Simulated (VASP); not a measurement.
Consider the following.

```xyz
2
Lattice="0.0000 2.9426 2.9426 2.9426 0.0000 2.9426 2.9426 2.9426 0.0000" Properties=species:S:1:pos:R:3 pbc="T T T"
Cd     0.0000     0.0000     0.0000
S      1.4713     1.4713     1.4713
```

These are optB86b-vdW, VASP's PBE PAW potentials (set 64) (plane waves; VASP) values and carry that method's errors. Settings: 520 eV cut-off, 9×9×9 Γ-centred mesh, tetrahedra with Blöchl corrections, potentials Cd S.

Problem. Estimate the energy per atom (σ→0), band gap (on the k-mesh) with the smallest direct gap where there is one.

Solution. 
The band gap (on the k-mesh) comes out as 0.99 eV and the smallest direct gap (on the k-mesh) is 0.99 eV. The energy per atom (σ→0) is -0.745 eV/atom.

The compound is CdS in the zinc blende structure, a metastable form; wurtzite is the usual one. It was relaxed first.
